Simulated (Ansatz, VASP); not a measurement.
# Ta12Al14O51 (aluminium tantalate glass 54Al2O3-46Ta2O5): VASP beside Ansatz

Wanted: the spread between two codes on one cell, functional and k mesh. Of the first pair: The structure shown is the start of the Ansatz relaxation below; VASP solves that cell, so the two are compared at the walk's first step.

Main program and level: Ansatz 0.2.0; plane waves, with VASP 6.6.1 beside it; single point at PBEsol and single point at PBE.

**1. Starting point**

The cell holds 77 atoms: 14 Al, 12 Ta and 51 O. Cell: a = 9.893 Å, b = 10.135 Å, c = 9.942 Å, α = 90.0°, β = 90.0°, γ = 90.0°. As first built, before any earlier steps moved the atoms (in the runner's words): 77 atoms (14 Al, 12 Ta, 51 O) placed at random at 6.01 g/cm^3 and pushed apart to contact distance.

**2. Ansatz: relaxation, PBEsol**

Ansatz runs on its default PAW (the set named soft_2) files.

The two programs are compared at the cell with which this relaxation starts, whose forces are those of its first step.

The input, input.yaml:

```yaml
crystal:
  lattice:
    - [9.89341, 0.0, 0.0]
    - [0.0, 10.13533, 0.0]
    - [0.0, 0.0, 9.94196]
  atoms:
    - { symbol: Al, position: [0.32885, 0.60791, 0.38293] }
    - { symbol: Al, position: [0.76501, 0.26096, 0.20669] }
    - { symbol: Al, position: [0.6784, 0.98109, 0.38414] }
    - { symbol: Al, position: [0.20438, 0.91435, 0.31614] }
    - { symbol: Al, position: [0.62371, 0.45483, 0.45258] }
    - { symbol: Al, position: [0.43952, 0.18627, 0.45536] }
    - { symbol: Al, position: [0.40519, 0.32836, 0.66775] }
    - { symbol: Al, position: [0.50333, 0.37694, 0.21774] }
    - { symbol: Al, position: [0.89933, 0.75465, 0.36243] }
    - { symbol: Al, position: [0.45309, 0.08366, 0.15577] }
    - { symbol: Al, position: [0.8334, 0.12527, 0.8751] }
    - { symbol: Al, position: [0.46275, 0.86823, 0.8834] }
    - { symbol: Al, position: [0.976, 0.44959, 0.38082] }
    - { symbol: Al, position: [0.22376, 0.06021, 0.01546] }
    - { symbol: Ta, position: [0.63964, 0.34542, 0.93157] }
    - { symbol: Ta, position: [0.80386, 0.56036, 0.66621] }
    - { symbol: Ta, position: [0.00458, 0.81925, 0.90574] }
    - { symbol: Ta, position: [0.03323, 0.33335, 0.01553] }
    - { symbol: Ta, position: [0.19787, 0.0186, 0.67388] }
    - { symbol: Ta, position: [0.77424, 0.86564, 0.6522] }
    - { symbol: Ta, position: [0.45587, 0.86415, 0.56488] }
    - { symbol: Ta, position: [0.7286, 0.90458, 0.10039] }
    - { symbol: Ta, position: [0.3479, 0.52135, 0.94771] }
    - { symbol: Ta, position: [0.94933, 0.15412, 0.43232] }
    - { symbol: Ta, position: [0.09435, 0.33006, 0.69151] }
    - { symbol: Ta, position: [0.11536, 0.64363, 0.19489] }
    - { symbol: O, position: [0.85074, 0.97144, 0.79531] }
    - { symbol: O, position: [0.86713, 0.7874, 0.03913] }
    - { symbol: O, position: [0.84619, 0.72269, 0.77571] }
    - { symbol: O, position: [0.32779, 0.17868, 0.59914] }
    - { symbol: O, position: [0.77108, 0.13043, 0.33051] }
    - { symbol: O, position: [0.0431, 0.13192, 0.62024] }
    - { symbol: O, position: [0.04444, 0.32557, 0.49792] }
    - { symbol: O, position: [0.78151, 0.85795, 0.2868] }
    - { symbol: O, position: [0.17094, 0.41102, 0.89335] }
    - { symbol: O, position: [0.16025, 0.53298, 0.36094] }
    - { symbol: O, position: [0.80365, 0.06465, 0.04214] }
    - { symbol: O, position: [0.45892, 0.37535, 0.83105] }
    - { symbol: O, position: [0.63779, 0.83127, 0.49359] }
    - { symbol: O, position: [0.386, 0.70022, 0.52474] }
    - { symbol: O, position: [0.67767, 0.19889, 0.82558] }
    - { symbol: O, position: [0.46463, 0.50172, 0.34854] }
    - { symbol: O, position: [0.07059, 0.05117, 0.35455] }
    - { symbol: O, position: [0.25589, 0.42112, 0.65215] }
    - { symbol: O, position: [0.03099, 0.4891, 0.10844] }
    - { symbol: O, position: [0.7352, 0.47262, 0.8273] }
    - { symbol: O, position: [0.98229, 0.47556, 0.70071] }
    - { symbol: O, position: [0.41924, 0.22565, 0.2831] }
    - { symbol: O, position: [0.27954, 0.53676, 0.11824] }
    - { symbol: O, position: [0.58185, 0.98112, 0.22168] }
    - { symbol: O, position: [0.93646, 0.29873, 0.28321] }
    - { symbol: O, position: [0.82581, 0.00549, 0.525] }
    - { symbol: O, position: [0.40585, 0.01957, 0.98097] }
    - { symbol: O, position: [0.59826, 0.83289, 0.99316] }
    - { symbol: O, position: [0.62818, 0.56812, 0.5965] }
    - { symbol: O, position: [0.82023, 0.4581, 0.49336] }
    - { symbol: O, position: [0.5906, 0.86222, 0.72949] }
    - { symbol: O, position: [0.92958, 0.59969, 0.29209] }
    - { symbol: O, position: [0.66888, 0.38403, 0.29066] }
    - { symbol: O, position: [0.28389, 0.01092, 0.19076] }
    - { symbol: O, position: [0.81856, 0.32432, 0.04095] }
    - { symbol: O, position: [0.87253, 0.7296, 0.53734] }
    - { symbol: O, position: [0.15014, 0.21225, 0.08397] }
    - { symbol: O, position: [0.52496, 0.03681, 0.47537] }
    - { symbol: O, position: [0.39051, 0.6888, 0.89121] }
    - { symbol: O, position: [0.52985, 0.32063, 0.53803] }
    - { symbol: O, position: [0.36067, 0.91314, 0.73334] }
    - { symbol: O, position: [0.28261, 0.7426, 0.27216] }
    - { symbol: O, position: [0.12014, 0.7033, 0.99589] }
    - { symbol: O, position: [0.05286, 0.81151, 0.28646] }
    - { symbol: O, position: [0.27364, 0.93972, 0.48934] }
    - { symbol: O, position: [0.09264, 0.8718, 0.73201] }
    - { symbol: O, position: [0.21199, 0.11977, 0.8289] }
    - { symbol: O, position: [0.5848, 0.23303, 0.09882] }
    - { symbol: O, position: [0.51089, 0.46497, 0.05233] }
    - { symbol: O, position: [0.96759, 0.24558, 0.84405] }
    - { symbol: O, position: [0.0743, 0.96482, 0.99044] }
kpoints:
  mp_grid: { grid: [1, 1, 1] }
hamiltonian:
  xc: pbesol
scf:
  occupations: { method: fixed }
output:
  forces: true
  stress: true
relax:
  f_tol: 0.04
  max_steps: 60
  cell: { stress_tol: 0.1, fix: [alpha, beta, gamma] }
```

Started as:

```sh
$ ansatz run input.yaml --threads 8 --pin off --max-ram 15360MiB --backend cpu --events-out ev --progress --plain --runs-dir out
```

Numbers of over 12 decimals in the logs are rounded to 6 here.

What it wrote:

```text
The last accepted step is kept in <dir> (removed where the run ends without a failure and the disk answers)
Engine: ansatz 0.2.0, x86_64-unknown-linux-gnu
Pseudopotentials: kind: paw
Pseudopotential: Al, paw, valence charge 3, recommended cutoff 420 eV (normal), Al.paw.azcp
Pseudopotential: Ta, paw, valence charge 13, recommended cutoff 420 eV (normal), Ta.paw.azcp
Pseudopotential: O, paw, valence charge 6, recommended cutoff 420 eV (normal), O.paw.azcp
Functional definition: PBEsol
  exchange = pbesol_x
  correlation = pbesol_c
Crystal: 77 atoms, lattice volume = 996.910 Å³
Basis set: ecut = 420 eV, 19497 PW (Γ), exchange–correlation on 144×144×144 points (8 copies of the dense FFT grid, shifted against one another)
Bands: 329, of which v1, the nominal top of the filled ones, is band 252 counted from 1 (251 counted from 0)
Symmetry: 1 space group operations
Space group: P1 (ITA 1), of the structure as read, at distance tolerance 1.0e-4 Å
k-points: 1
Non-local potential: Al, projectors of the file, l = 0: 2, l = 1: 2, l = 2: 1
Non-local potential: Ta, projectors of the file, l = 0: 3, l = 1: 2, l = 2: 2, l = 3: 1
Non-local potential: O, projectors of the file, l = 0: 2, l = 1: 2, l = 2: 1
PAW form: soft (Blöchl's): semilocal exchange-correlation on the pseudo side does not see the compensation charge
PAW frozen core: Al, regenerated for the run's functional, and the local potential with it (the file was generated under x = pbe(κ = 0.804, μ = 0.219515), c = pbe(β = 0.066725))
PAW frozen core: Ta, regenerated for the run's functional, and the local potential with it (the file was generated under x = pbe(κ = 0.804, μ = 0.219515), c = pbe(β = 0.066725))
PAW frozen core: O, regenerated for the run's functional, and the local potential with it (the file was generated under x = pbe(κ = 0.804, μ = 0.219515), c = pbe(β = 0.066725))
PAW one-centre angular grid: Al, 110 points (default); XC on 64 Gauss nodes
PAW one-centre angular grid: Ta, 590 points (default); XC on 64 Gauss nodes
PAW one-centre angular grid: O, 110 points (default); XC on 64 Gauss nodes
Initial density: superposition of atomic densities (neutral atoms: chi_scale 0, normalization atom), corrected by the library's trained network
Initial wavefunctions: pseudopotential atomic-orbital guess
Functional: x = pbesol(κ = 0.804, μ = 0.123457), c = pbesol(β = 0.046)
SCF iter   1: F=—  HF=-153709.883748 eV  |F-HF|=—  |Δ(HF+E_count)|=         —  Δρ=1.56e-2  dr2=2.14e0  ethr=1.77e-3  ⟨swp⟩=6.0  Hψ=1198  notcnv=0  defer=72
preconditioner: auto → Resta (q_TF=auto, 2.435 Å⁻¹)  ε∞=4.7  [insulator: Δε(μ)=2.643 eV  Ē_g=12.407 eV  n_scr=250 (ndim 8)  ℏωp=23.8 eV  f_vac=0.129  ε∞_Penn≈4.7]
SCF iter   2: F=—  HF=-153709.439159 eV  |F-HF|=—  |Δ(HF+E_count)|=   4.45e-1  Δρ=4.70e-3  dr2=1.78e-1  ethr=4.24e-4  ⟨swp⟩=2.0  Hψ=499  notcnv=0  defer=75
SCF iter   3: F=—  HF=-153709.410072 eV  |F-HF|=—  |Δ(HF+E_count)|=   2.91e-2  Δρ=1.68e-3  dr2=2.15e-2  ethr=3.52e-5  ⟨swp⟩=2.0  Hψ=433  notcnv=0  defer=74
automatic band count: iteration 3 solves 328 bands in place of 329: the levels show a gap, and the empty bands left out lie too high to hold charge; the band table lists the bands solved (type scf.n_extra_bands for more)
SCF iter   4: F=—  HF=-153709.413105 eV  |F-HF|=—  |Δ(HF+E_count)|=   3.03e-3  Δρ=8.04e-4  dr2=7.07e-3  ethr=4.27e-6  ⟨swp⟩=2.0  Hψ=423  notcnv=0  defer=74
SCF iter   5: F=—  HF=-153709.413045 eV  |F-HF|=—  |Δ(HF+E_count)|=   5.97e-5  Δρ=2.11e-4  dr2=6.65e-4  ethr=1.40e-6  ⟨swp⟩=2.0  Hψ=433  notcnv=0  defer=74
SCF iter   6: F=—  HF=-153709.413379 eV  |F-HF|=—  |Δ(HF+E_count)|=   3.34e-4  Δρ=1.44e-4  dr2=2.42e-4  ethr=1.32e-7  ⟨swp⟩=2.0  Hψ=434  notcnv=0  defer=72
SCF iter   7: F=—  HF=-153709.413501 eV  |F-HF|=—  |Δ(HF+E_count)|=   1.22e-4  Δρ=4.94e-5  dr2=3.58e-5  ethr=4.79e-8  ⟨swp⟩=2.0  Hψ=434  notcnv=0  defer=68
SCF iter   8: F=—  HF=-153709.415278 eV  |F-HF|=—  |Δ(HF+E_count)|=   1.78e-3  Δρ=3.47e-5  dr2=1.33e-5  ethr=7.10e-9  ⟨swp⟩=2.0  Hψ=501  notcnv=0  defer=69
SCF iter   9: F=—  HF=-153709.415283 eV  |F-HF|=—  |Δ(HF+E_count)|=   4.96e-6  Δρ=1.27e-5  dr2=1.93e-6  ethr=2.63e-9  ⟨swp⟩=2.0  Hψ=434  notcnv=0  defer=69
SCF iter  10: F=—  HF=-153709.415285 eV  |F-HF|=—  |Δ(HF+E_count)|=   1.45e-6  Δρ=5.98e-6  dr2=4.21e-7  ethr=3.82e-10  ⟨swp⟩=2.0  Hψ=434  notcnv=0  defer=69
SCF iter  11: F=—  HF=-153709.415285 eV  |F-HF|=—  |Δ(HF+E_count)|=   3.09e-7  Δρ=4.50e-6  dr2=2.02e-7  ethr=1.98e-11  ⟨swp⟩=5.0  Hψ=1007  notcnv=0
SCF iter  12: F=-153709.415285 eV  HF=-153709.415285 eV  |F-HF|=2.07e-8  |Δ(HF+E_count)|=   3.47e-8  Δρ=1.32e-6  dr2=2.17e-8  ethr=1.98e-11  ⟨swp⟩=4.0  Hψ=935  notcnv=0
SCF 1 converged in 12 iterations: F = -153709.415285 eV  dr2 = 2.17e-8
[...]
atom  44  O      0.00018353    -0.00467144     0.00348109
  atom  45  O      0.00535019    -0.00011948    -0.00181443
  atom  46  O     -0.00381762    -0.00027811    -0.00729785
  atom  47  O      0.00166073    -0.00327639    -0.00413935
  atom  48  O      0.00401880     0.00022705    -0.00205068
  atom  49  O      0.00388066     0.00264922    -0.00937864
  atom  50  O     -0.00240028    -0.00125341     0.00253771
  atom  51  O     -0.00171078    -0.00012670     0.00036056
  atom  52  O     -0.00629619    -0.00502730     0.00185815
  atom  53  O      0.00281880    -0.00575805    -0.00032903
  atom  54  O      0.00418431     0.00624593     0.00053988
  atom  55  O     -0.00083755     0.00032552    -0.00081721
  atom  56  O     -0.00115359    -0.00169994     0.00002806
  atom  57  O     -0.00053773     0.00062398    -0.00271266
  atom  58  O     -0.00596010    -0.00322511     0.00093960
  atom  59  O     -0.00372679    -0.00248698     0.00175889
  atom  60  O      0.00554285     0.00245661    -0.00214899
  atom  61  O     -0.00429940    -0.00825092     0.00132461
  atom  62  O     -0.00580953     0.00259830     0.00346494
  atom  63  O     -0.00180281     0.00468110    -0.00852202
  atom  64  O     -0.00088150    -0.00141909    -0.00372365
  atom  65  O      0.00088848     0.00049236     0.00161791
  atom  66  O      0.00251680    -0.00347734    -0.00206669
  atom  67  O      0.00384112    -0.00317009    -0.00137833
  atom  68  O      0.00266936     0.00039070     0.00481738
  atom  69  O     -0.00389538     0.00305069    -0.00093308
  atom  70  O     -0.00006518     0.01348400     0.00339745
  atom  71  O      0.00742215    -0.00410384    -0.00066662
  atom  72  O      0.00376089     0.00177743    -0.00829171
  atom  73  O     -0.00723844     0.00217897    -0.00364397
  atom  74  O     -0.00208496    -0.00163465     0.00163907
  atom  75  O      0.00340896    -0.00664831    -0.00098945
  atom  76  O     -0.00127014    -0.00059770    -0.00603739
  atom  77  O     -0.00001306    -0.00234938    -0.00353155
  max |Σ_I F_I| component: 2.45e-5 eV/Å
--- Stress (GPa, compression-positive) ---
       -0.069332      -3.843314      -0.523864
       -3.843308      -0.061992       0.330198
       -0.523863       0.330198      -0.066030
  P = ⅓ Tr σ = -0.0658 GPa (-0.658 kbar)
--- Relaxed structure (11 steps of the walk, 8 accepted, 2 SCFs on fresh bases) ---
  F+E_penalty+E_count = -153709.85551738 eV   max|allowed force component| = 2.561e-2 eV/Å   (the final SCF, on the basis selected at the relaxed cell)
  cell:  # Å, volume = 962.2920 Å³
    - [9.774795, 0, 0]
    - [0, 10.015655, 0]
    - [0, 0, 9.829239]
  atoms:
    - { symbol: Al, position: [0.327651, 0.605737, 0.381924] }
    - { symbol: Al, position: [0.764266, 0.254254, 0.202075] }
    - { symbol: Al, position: [0.677760, 0.980795, 0.388410] }
    - { symbol: Al, position: [0.205161, 0.913735, 0.314954] }
    - { symbol: Al, position: [0.626650, 0.452607, 0.450105] }
    - { symbol: Al, position: [0.436429, 0.185610, 0.453543] }
    - { symbol: Al, position: [0.405301, 0.332771, 0.664484] }
    - { symbol: Al, position: [0.502814, 0.376373, 0.216004] }
    - { symbol: Al, position: [0.899562, 0.752914, 0.364483] }
    - { symbol: Al, position: [0.453413, 0.084731, 0.153647] }
    - { symbol: Al, position: [0.834145, 0.126637, 0.880731] }
    - { symbol: Al, position: [0.462470, 0.867715, 0.884857] }
    - { symbol: Al, position: [0.979434, 0.447415, 0.378449] }
    - { symbol: Al, position: [0.223882, 0.064065, 0.012334] }
    - { symbol: Ta, position: [0.638650, 0.346359, 0.930267] }
    - { symbol: Ta, position: [0.807097, 0.558237, 0.664602] }
    - { symbol: Ta, position: [0.00369607, 0.821038, 0.904558] }
    - { symbol: Ta, position: [0.031493, 0.333450, 0.019254] }
    - { symbol: Ta, position: [0.196391, 0.019033, 0.670715] }
    - { symbol: Ta, position: [0.774251, 0.863654, 0.656019] }
    - { symbol: Ta, position: [0.455192, 0.861630, 0.567095] }
    - { symbol: Ta, position: [0.730822, 0.906176, 0.103756] }
    - { symbol: Ta, position: [0.345240, 0.520761, 0.945424] }
    - { symbol: Ta, position: [0.949765, 0.154627, 0.433658] }
    - { symbol: Ta, position: [0.100237, 0.325674, 0.693943] }
    - { symbol: Ta, position: [0.113752, 0.645332, 0.191361] }
    - { symbol: O, position: [0.847369, 0.968713, 0.804405] }
    - { symbol: O, position: [0.871518, 0.787838, 0.045190] }
    - { symbol: O, position: [0.849060, 0.721193, 0.779320] }
    - { symbol: O, position: [0.319172, 0.184458, 0.594680] }
    - { symbol: O, position: [0.769733, 0.131593, 0.336100] }
    - { symbol: O, position: [0.037301, 0.131371, 0.623474] }
    - { symbol: O, position: [0.049331, 0.323068, 0.496550] }
    - { symbol: O, position: [0.781052, 0.857958, 0.290258] }
    - { symbol: O, position: [0.170320, 0.410234, 0.892248] }
    - { symbol: O, position: [0.158848, 0.530853, 0.357718] }
    - { symbol: O, position: [0.806178, 0.071775, 0.052950] }
    - { symbol: O, position: [0.457629, 0.376100, 0.830068] }
    - { symbol: O, position: [0.638252, 0.828719, 0.496443] }
    - { symbol: O, position: [0.383330, 0.697586, 0.526406] }
    - { symbol: O, position: [0.677357, 0.197270, 0.825420] }
    - { symbol: O, position: [0.465703, 0.500547, 0.348304] }
    - { symbol: O, position: [0.071930, 0.049678, 0.356966] }
    - { symbol: O, position: [0.256875, 0.428788, 0.652790] }
    - { symbol: O, position: [0.024001, 0.497706, 0.098313] }
    - { symbol: O, position: [0.734699, 0.474238, 0.827070] }
    - { symbol: O, position: [0.981911, 0.469209, 0.701108] }
    - { symbol: O, position: [0.416926, 0.225279, 0.281136] }
    - { symbol: O, position: [0.277766, 0.534443, 0.118606] }
    - { symbol: O, position: [0.581910, 0.981556, 0.223990] }
[...]
- { symbol: O, position: [0.052163, 0.811917, 0.286390] }
    - { symbol: O, position: [0.273793, 0.940115, 0.490032] }
    - { symbol: O, position: [0.088607, 0.872264, 0.727961] }
    - { symbol: O, position: [0.212575, 0.128341, 0.823794] }
    - { symbol: O, position: [0.583636, 0.230560, 0.097334] }
    - { symbol: O, position: [0.509771, 0.464970, 0.050967] }
    - { symbol: O, position: [0.969794, 0.245148, 0.847889] }
    - { symbol: O, position: [0.071082, 0.972002, 0.985513] }
```

Reading the cycles: dr2 is the Hartree energy of the density residual (eV), the measure of convergence; HF is the Harris–Foulkes estimate of the energy, which meets the free energy F at convergence.

(Continued in part 2 of 3.)

[Lines on the potential files, build, host, timing and source positions are cut from VASP's logs without a mark.]

[Logs are printed without paths, hosts, clocks, repeated set-up lines and the standing remarks that a program may print on its own settings, such as how far it seeks lower states.]

[Hosts, paths, dates, database ids (printed as entryN), source tags and the programs' standing remarks are cut or masked in the printed files.]
